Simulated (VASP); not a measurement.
A VASP calculation is set up with these files.

### POSCAR
```
Rh
1
    0.0000000000     1.9115416091     1.9115416091
    1.9115416091    -0.0000000000     1.9115416091
    1.9115416091     1.9115416091     0.0000000000
Rh
1
Direct
  0.0000000000   0.0000000000   0.0000000000
```

File KPOINTS:
```
Regular mesh
0
gamma
 18 18 18
0 0 0
```

**INCAR**
```
ISIF=2   ! forces and stress, cell fixed
GGA=PE   ! PBE
PREC=Accurate
SYSTEM=Rh
EDIFF=1E-7   ! SCF stop (eV)
LCHARG=.TRUE.
NEDOS=601   ! DOS grid
ALGO=Normal   ! blocked Davidson
LREAL=.FALSE.   ! projection in real space or not
LWAVE=.FALSE.
LASPH=.TRUE.   ! aspherical one-centre terms
ISMEAR=-5
NELM=100
ENCUT=400   ! plane-wave cut-off (eV)
LMAXMIX=4
LORBIT=11
```

POTCAR, in this order: Rh_pv (PBE.64 set). Program: vasp_std.

**Question.** Write an equivalent input for Quantum ESPRESSO's pw.x.

**Answer.** One equivalent input (not run):
```
&CONTROL
  calculation = 'scf'
  pseudo_dir = './pseudo'
  outdir = './out'
  tprnfor = .true.
  tstress = .true.
/
&SYSTEM
  ibrav = 0
  nat = 1
  ntyp = 1
  ecutwfc = 88
  occupations = 'tetrahedra'
  input_dft = 'pbe'
/
&ELECTRONS
  conv_thr = 7.3e-09
  electron_maxstep = 100
/
ATOMIC_SPECIES
  Rh 102.906 Rh.upf
CELL_PARAMETERS angstrom
     0.0000000    1.9115416    1.9115416
     1.9115416   -0.0000000    1.9115416
     1.9115416    1.9115416    0.0000000
ATOMIC_POSITIONS crystal
  Rh   0.0000000  0.0000000  0.0000000
K_POINTS automatic
  18 18 18 0 0 0
```
The two are equivalent in intent, not identical: the potentials are each code's own (VASP's PAW set, PseudoDojo norm-conserving files in pw.x), so ENCUT and ecutwfc are chosen apart and not converted; conv_thr bounds pw.x's estimated SCF error, while EDIFF bounds the energy change between steps.

The compound is Rh in the fcc structure. It was relaxed first.
